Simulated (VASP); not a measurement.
Given:

```xyz
2
Lattice="0.0000 2.1627 2.1627 2.1627 0.0000 2.1627 2.1627 2.1627 0.0000" Properties=species:S:1:pos:R:3 pbc="T T T"
Si     0.0000     0.0000     0.0000
C      1.0814     1.0814     1.0814
```

Calculation: vdW-DF-cx, VASP's PBE PAW potentials (set 64) (plane waves; VASP). Settings: 520 eV cut-off, 10×10×10 Γ-centred mesh, Gaussian smearing of 0.050 eV, potentials Si C.

**Question.** Predict the energy per atom (σ→0), pressure, band gap (on the k-mesh) with the smallest direct gap where there is one.

**Answer.** 
```json
{
  "band gap (on the k-mesh)": "1.29 eV",
  "smallest direct gap (on the k-mesh)": "4.53 eV",
  "energy per atom (σ→0)": "-6.549 eV/atom",
  "pressure": "7.02 GPa"
}
```

The absolute energy has meaning only against runs of the same code, potentials and settings.

The compound is SiC in the zinc blende structure. This cell is one point of a volume scan, at 0.97 of the reference volume.
